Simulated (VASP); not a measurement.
The input files of a VASP run:

### POSCAR
```
GaP
1
    0.0000000000     2.7493589019     2.7493589019
    2.7493589019     0.0000000000     2.7493589019
    2.7493589019     2.7493589019     0.0000000000
Ga P
1 1
Direct
  0.0000000000   0.0000000000   0.0000000000
  0.2500000000   0.2500000000   0.2500000000
```

INCAR:
```
SYSTEM=GaP
ISIF=3
NSW=60
LWAVE=.False.
LREAL=.False.   ! projection in real space or not
ALGO=Normal   ! blocked Davidson
AGGAC=0.0
IBRION=2   ! conjugate gradients
PARAM2=0.22
ENCUT=520   ! plane-wave cut-off (eV)
PARAM1=0.1833333333
NELM=100   ! most electronic steps
EDIFF=1E-6
GGA=BO
ISMEAR=0
LMAXMIX=4
LASPH=.True.   ! aspherical one-centre terms
PREC=Accurate
SIGMA=0.05   ! width (eV)
EDIFFG=-0.01   ! ionic stop
LUSE_VDW=.True.
LCHARG=.False.
```

File KPOINTS:
```
Automatic mesh
0
gamma
  8 8 8
0 0 0
```

POTCAR, in this order: Ga_d P (PBE.64 set). Program: vasp_std.

Question: Write an equivalent input for Quantum ESPRESSO's pw.x.

Answer: One equivalent input (not run):
```
&CONTROL
  calculation = 'vc-relax'
  pseudo_dir = './pseudo'
  outdir = './out'
  tprnfor = .true.
  tstress = .true.
  nstep = 60
  forc_conv_thr = 0.00039
/
&SYSTEM
  ibrav = 0
  nat = 2
  ntyp = 2
  ecutwfc = 80
  occupations = 'smearing'
  smearing = 'gaussian'
  degauss = 0.003675
  input_dft = 'vdw-df-obk8'
/
&ELECTRONS
  conv_thr = 7.3e-08
  electron_maxstep = 100
/
&IONS
/
&CELL
/
ATOMIC_SPECIES
  Ga 69.723 Ga.upf
  P 30.974 P.upf
CELL_PARAMETERS angstrom
     0.0000000    2.7493589    2.7493589
     2.7493589    0.0000000    2.7493589
     2.7493589    2.7493589    0.0000000
ATOMIC_POSITIONS crystal
  Ga   0.0000000  0.0000000  0.0000000
  P    0.2500000  0.2500000  0.2500000
K_POINTS automatic
  8 8 8 0 0 0
```
Limits of the translation: the potentials are each code's own (VASP's PAW set, PseudoDojo norm-conserving files in pw.x), so ENCUT and ecutwfc are chosen apart and not converted; conv_thr bounds pw.x's estimated SCF error, while EDIFF bounds the energy change between steps; forc_conv_thr acts on force components and is met together with etot_conv_thr.

The compound is GaP in the zinc blende structure. It was relaxed first. The start is the result of an earlier pass.
